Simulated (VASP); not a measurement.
Calculation: LDA (Ceperley-Alder, Perdew-Zunger), VASP's LDA PAW potentials (set 64) (plane waves; VASP). Each cell was relaxed at this level, without spin-orbit coupling.

**Question.** Which of these comes out without a gap?
A) Si, Fd-3m (227)
B) LaB6, Pm-3m (221)
C) SnO2, P4_2/mnm (136)
D) NaI, Fm-3m (225)

**Answer.** B, LaB6, Pm-3m (221). The others have gaps of 1.14 eV (SnO2, P4_2/mnm (136)), 3.64 eV (NaI, Fm-3m (225)), 0.44 eV (Si, Fd-3m (227)).
